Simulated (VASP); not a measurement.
Computed with r2SCAN meta-GGA, VASP's PBE PAW potentials (set 64) (plane waves; VASP).

Input for VASP

**KPOINTS_OPT**
```
k-points along high-symmetry lines
10
Line-mode
Reciprocal
  0.000000   0.000000   0.000000 ! GAMMA
  0.500000   0.000000   0.500000 ! X

  0.500000   0.000000   0.500000 ! X
  0.625000   0.250000   0.625000 ! U

  0.375000   0.375000   0.750000 ! K
  0.000000   0.000000   0.000000 ! GAMMA

  0.000000   0.000000   0.000000 ! GAMMA
  0.500000   0.500000   0.500000 ! L

  0.500000   0.500000   0.500000 ! L
  0.500000   0.250000   0.750000 ! W

  0.500000   0.250000   0.750000 ! W
  0.500000   0.000000   0.500000 ! X
```

INCAR:
```
SYSTEM = RhSb
PREC = Accurate; ENCUT = 400; LREAL = .False.
LASPH = .True.
EDIFF = 1E-7; NELM = 100; ALGO = Normal
LMAXMIX = 4; LMIXTAU = .True.
ISMEAR = -5
METAGGA = R2SCAN
ISIF = 2
LWAVE = .False.; LCHARG = .False.; LORBIT = 11
NEDOS = 601
```

File KPOINTS:
```
Automatic mesh
0
Gamma
  13 13 13
```

File POSCAR:
```
RhSb
1
    0.0000000000     2.6886131156     2.6886131156
    2.6886131156    -0.0000000000     2.6886131156
    2.6886131156     2.6886131156    -0.0000000000
Rh Sb
1 1
Direct
  0.0000000000   0.0000000000   0.0000000000
  0.5000000000   0.5000000000   0.5000000000
```

POTCAR, in this order: Rh_pv Sb (PBE.64 set). Program: vasp_std.

Unless said otherwise, spin-orbit coupling is left out, though it shifts the bands of the heavy elements here.

### Question
Estimate the energy per atom (σ→0), band gap (over mesh and band path).

### Answer

- energy per atom (σ→0) = -25.053 eV/atom
- band gap (over mesh and band path) = none (metal, semimetal or under 0.01 eV)

File OSZICAR:
```
...
DAV:  15    -0.501067380768E+02   -0.31421E-06   -0.16432E-06  2628   0.124E-02    0.367E-03
DAV:  16    -0.501067374839E+02    0.59298E-06   -0.52028E-07  2430   0.873E-03    0.154E-03
DAV:  17    -0.501067402810E+02   -0.27972E-05   -0.27695E-07  2428   0.680E-03    0.265E-03
DAV:  18    -0.501067393999E+02    0.88107E-06   -0.30594E-08  1242   0.206E-03    0.780E-04
DAV:  19    -0.501067392026E+02    0.19736E-06   -0.11217E-08  1230   0.856E-04    0.138E-04
DAV:  20    -0.501067391999E+02    0.26980E-08   -0.10545E-09  1206   0.325E-04
   1 F= -.50106739E+02 E0= -.50106739E+02  d E =0.000000E+00
       N       E                     dE             ncg
```

The structure was generated: RhSb was put into the rock salt type (Fm-3m), which need not be its known phase. It was relaxed first, which changed the volume by -30 %.
